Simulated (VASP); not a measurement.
All values below come from PBE GGA, VASP's PBE PAW potentials (set 64) (plane waves; VASP).

VASP ran on this input.

### INCAR
```
! general
SYSTEM =Sr
PREC   =Accurate
ENCUT  =300
LREAL  =.FALSE.
LASPH  =.TRUE.

! electronic loop
EDIFF  =1E-6
NELM   =100
ALGO   =Normal
LMAXMIX=4

! smearing
ISMEAR =-1
SIGMA  =0.1

! functional
GGA    =PE

! ions
ISIF   =2

! output
LWAVE  =.FALSE.
LCHARG =.FALSE.
```

### POSCAR
```
Sr
4.1914910
  0.0000000000   0.7071068505   0.7071068505
  0.7071068505   0.0000000000   0.7071068505
  0.7071068505   0.7071068505   0.0000000000
Sr
1
Direct
  0.0000000000   0.0000000000   0.0000000000
```

KPOINTS:
```
Automatic mesh
0
Gamma
4 4 4
0 0 0
```

POTCAR, in this order: Sr_sv (PBE.64 set). Program: vasp_std.

Task: Estimate the energy per atom (σ→0).

Result: 
```json
{
 "energy per atom (σ→0)": "-1.672 eV/atom"
}
```

### OSZICAR
```
...
DAV:   5    -0.169323634132E+01   -0.15179E-03   -0.15178E-03   180   0.213E-01    0.121E+01
DAV:   6    -0.169231673511E+01    0.91961E-03   -0.58679E-03   170   0.987E-01    0.687E+00
DAV:   7    -0.169206813052E+01    0.24860E-03   -0.10148E-02   161   0.127E+00    0.262E-01
DAV:   8    -0.169208153930E+01   -0.13409E-04   -0.19121E-03   231   0.241E-01    0.946E-02
DAV:   9    -0.169208927722E+01   -0.77379E-05   -0.20095E-05   207   0.401E-02    0.421E-02
DAV:  10    -0.169211938703E+01   -0.30110E-04   -0.13613E-05   174   0.425E-02    0.100E-02
DAV:  11    -0.169211859036E+01    0.79667E-06   -0.46715E-07   108   0.714E-03
   1 F= -.16921186E+01 E0= -.16715690E+01  d E =-.410991E-01
```

The structure comes from a computed database's Sr entry; how it stands against other phases isn't given here. The cell was not relaxed at this level. The k-mesh is coarse (spacing up to 0.46 per Å, 2π included), so the numbers may not be converged in it. The run is one of a series of settings (KPOINTS 4×4×4 Γ-centred mesh against the base run), some of them coarse on purpose.
